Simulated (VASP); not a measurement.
Input:

```
CoSi2
1.0
    0.00000     2.65861     2.65861
    2.65861     0.00000     2.65861
    2.65861     2.65861     0.00000
Co Si
1 2
Direct
  0.00000   0.00000   0.00000
  0.25000   0.25000   0.25000
  0.75000   0.75000   0.75000
```

Level of theory: PBE GGA with D3 dispersion (zero damping), VASP's PBE PAW potentials (set 64) (plane waves; VASP). Settings: 520 eV cut-off, Gaussian smearing of 0.050 eV, potentials Co Si.

### Question
Give the energies of bands 2 to 11 at the high-symmetry points, in eV from the Fermi level.

### Answer

| band | Γ | X | U | L | W |
|---|---|---|---|---|---|
| 2 | -4.14 | -7.29 | -8.12 | -9.33 | -8.15 |
| 3 | -4.14 | -6.46 | -6.67 | -3.65 | -6.15 |
| 4 | -4.14 | -3.69 | -3.90 | -3.65 | -6.04 |
| 5 | -1.95 | -3.69 | -3.46 | -2.19 | -2.33 |
| 6 | -1.95 | -1.99 | -2.27 | -1.66 | -2.33 |
| 7 | 1.01 | -1.99 | -1.79 | -1.66 | -1.98 |
| 8 | 3.49 | -1.94 | -1.24 | -0.45 | -1.47 |
| 9 | 3.49 | -1.35 | -0.97 | -0.45 | -0.68 |
| 10 | 3.51 | 1.69 | 2.06 | 2.80 | 3.75 |
| 11 | 3.53 | 2.97 | 5.05 | 3.51 | 3.75 |

It has no gap at this level: it comes out as a metal or semimetal.

The compound is CoSi2 in the fluorite structure. It was relaxed first. The run is not spin-polarised, so no magnetic state was tried. The electron count is odd and the run is not spin-polarised, which forces a metal.
